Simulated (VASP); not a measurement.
VASP runs on CrCuO2 (space group R-3m) share one base input (PBE GGA, plane waves, VASP's PBE PAW potentials (set 64)) and change the settings named in each case.

**INCAR**
```
SYSTEM = CrCuO2
PREC = Accurate
ENCUT = 400
EDIFF = 1E-6
NELM = 100
ALGO = Normal
LREAL = .FALSE.
LASPH = .TRUE.
ISMEAR = 0
SIGMA = 0.2
GGA = PE
LMAXMIX = 4
LWAVE = .FALSE.
LCHARG = .FALSE.
ISIF = 2
ISPIN = 2
MAGMOM = 0.0 3.0 0.0 0.0
LORBIT = 11
```

### POSCAR
```
CrCuO2
1
    1.5036310000     0.8681220000     5.6697060000
   -1.5036310000     0.8681220000     5.6697060000
    0.0000000000    -1.7362440000     5.6697060000
Cu Cr O
1 1 2
Direct
  0.0000000000   0.0000000000   0.0000000000
  0.5000000000   0.5000000000   0.5000000000
  0.1066000000   0.1066000000   0.1066000000
  0.8934000000   0.8934000000   0.8934000000
```

### KPOINTS
```
K-points
0
Gamma
 7 7 7
0 0 0
```

POTCAR, in this order: Cu Cr_pv O (PBE.64 set). Program: vasp_std.

| change | E(σ→0) (eV/atom) | pressure (GPa) |
|---|---|---|
| base run | -7.2262 | -2.81 |
| GGA = PS | -7.6572 | -10.50 |
| KPOINTS 4×4×4 Γ-centred mesh | -7.2236 | -2.63 |
| LDAU = .TRUE., LDAUJ = 0 0 0, LDAUL = 2 -1 -1, LDAUTYPE = 2, LDAUU = 4.0 0 0 | -6.9134 | -3.56 |
 Energies of different potentials or functionals have different zeros.  The moments were started parallel, and other spin orders were not tried in this run. At 400 eV the pressure can carry a Pulay error.

Left out are runs that ran out of time, are held back, or changed the cell or the kind of run, fixed moments of cells without a moment, rows past the twelfth, gaps on odd meshes, pressures of charged cells and columns that move by less than the noise.

The structure was generated: CrCuO2 was put into an ordered model structure, which need not be its known phase. The cell was not relaxed at this level, its lattice was scaled by up to 2.5 %.
